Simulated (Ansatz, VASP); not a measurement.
PPt in VASP and in Ansatz

The input INCAR:

```
SYSTEM = PPt
ALGO = Normal
EDIFF = 1E-7
ENCUT = 520
GGA = PS
ISIF = 2
ISMEAR = 0
LASPH = .TRUE.
LCHARG = .TRUE.
LELF = .TRUE.
LREAL = .FALSE.
LVHAR = .TRUE.
LWAVE = .FALSE.
NBANDS = 14
NELM = 60
PREC = Accurate
SIGMA = 0.05
```

The input KPOINTS:

```
k-points
0
G
  12 12 12
  0 0 0
```

POSCAR

```
PPt
1.0
    0.0000000000      2.5140112675      2.5140112675
    2.5140112675      0.0000000000      2.5140112675
    2.5140112675      2.5140112675      0.0000000000
Pt P
1 1
Direct
    0.5000000000      0.5000000000      0.5000000000
    0.0000000000      0.0000000000      0.0000000000
```

Input for Ansatz:

```yaml
crystal:
  lattice:
    - [0.0, 2.5140112675, 2.5140112675]
    - [2.5140112675, 0.0, 2.5140112675]
    - [2.5140112675, 2.5140112675, 0.0]
  atoms:
    - { symbol: Pt, position: [0.5, 0.5, 0.5] }
    - { symbol: P, position: [0.0, 0.0, 0.0] }
basis:
  ecutwfc: 420
  ecutrho_ratio: 4
kpoints:
  mp_grid: { grid: [12, 12, 12] }
hamiltonian:
  xc: pbesol
scf:
  occupations: { method: gaussian, width: 0.05 }
output:
  forces: true
  stress: true
  eigenvalues: true
```

Alike in both runs: task single point; functional PBEsol; k mesh 12 × 12 × 12; occupations gaussian, width 0.05 eV; no spin polarisation.

```csv
,VASP,Ansatz
version,VASP 6.6.1,Ansatz 0.2.0
potentials or method,"VASP PAW PBE potentials, release 64 (Pt, P)","scalar-relativistic, plane waves, PAW"
plane-wave cutoff (eV),520,420
valence electrons in the cell,15,23
```

```tsv
	VASP	Ansatz	Ansatz less VASP
gap on the k mesh at the Fermi level (eV)	none	none	-
pressure (GPa)	-7.1	-7.0	+0.04
```

A gap of «none» marks a metal or a gap that the smearing closes. The two sets of potentials don't hold the same shells in valence.

Caveats: the PAW data sets were made with another functional, which shifts forces and pressure a little (VASP). The runs have no spin-orbit coupling, so splittings on Pt are missing.
